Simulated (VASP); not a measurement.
```
LiH
1.0
    0.00000     1.96760     1.96760
    1.96760     0.00000     1.96760
    1.96760     1.96760     0.00000
Li H
1 1
Direct
  0.00000   0.00000   0.00000
  0.50000   0.50000   0.50000
```

Calculation: TPSS meta-GGA, VASP's PBE PAW potentials (set 64) (plane waves; VASP). Run with 520 eV cut-off, 13×13×13 Γ-centred mesh, tetrahedra with Blöchl corrections, potentials Li_sv H.

Problem. Give the energies of bands 2 to 4 at the high-symmetry points, in eV from the valence-band maximum.

Solution. 
| band | Γ | X | U | L | W |
|---|---|---|---|---|---|
| 2 | -5.70 | 0.00 | -0.54 | -2.75 | -0.24 |
| 3 | 17.83 | 3.39 | 4.60 | 5.50 | 5.79 |
| 4 | 19.15 | 11.70 | 8.28 | 14.82 | 5.79 |

The gap is direct, 3.39 eV, from the valence maximum at X to the conduction minimum at X.

The compound is LiH in the rock salt structure. It was relaxed first, which changed the volume by -10 %.
